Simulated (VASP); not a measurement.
Data:

```
NbP
1.0
    0.00000     3.12924     3.12924
    3.12924     0.00000     3.12924
    3.12924     3.12924     0.00000
Nb P
1 1
Direct
  0.00000   0.00000   0.00000
  0.25000   0.25000   0.25000
```

These are PBE GGA, VASP's PBE PAW potentials (set 64) (plane waves; VASP 6.6.1) values and carry that method's errors. Run with 400 eV cut-off, 9×9×9 Γ-centred mesh, first-order Methfessel-Paxton smearing of 0.10 eV, potentials Nb_sv P.

Energy and stress use the plane-wave basis of the starting cell.

**Question.** The ions, cell shape and volume are relaxed. Which structure does the run end with?

**Answer.** 
```
NbP
1.0
    0.00000     2.79022     2.79022
    2.79022     0.00000     2.79022
    2.79022     2.79022     0.00000
Nb P
1 1
Cartesian
  0.00000   0.00000   0.00000
  1.39511   1.39511   1.39511
```
Space group F-43m (216), at a tolerance of 0.03 Å.

**Question.** How do energy and volume change from the first to the last step?

**Answer.** The energy (σ→0) changes by -697.2 meV/atom and the volume by -29.1 %, in 7 ionic steps.

```
step  E(σ→0) (eV)  max force (eV/Å)  pressure (GPa)  volume (Å³)
----  -----------  ----------------  --------------  -----------
1        -14.3625             0.000          -18.52        61.28
2        -14.9365             0.000           36.86        34.93
3        -15.7557             0.000           -0.97        43.84
4        -15.7569             0.000           -0.24        43.53
5        -15.7566             0.000            0.57        43.22
6        -15.7566             0.000           -0.56        43.67
7        -15.7570             0.000           -0.01        43.45
```

The structure was generated: NbP was put into the zinc blende type (F-43m), which need not be its known phase. This run relaxes it. Symmetry was kept, so distortions that lower it aren't found.
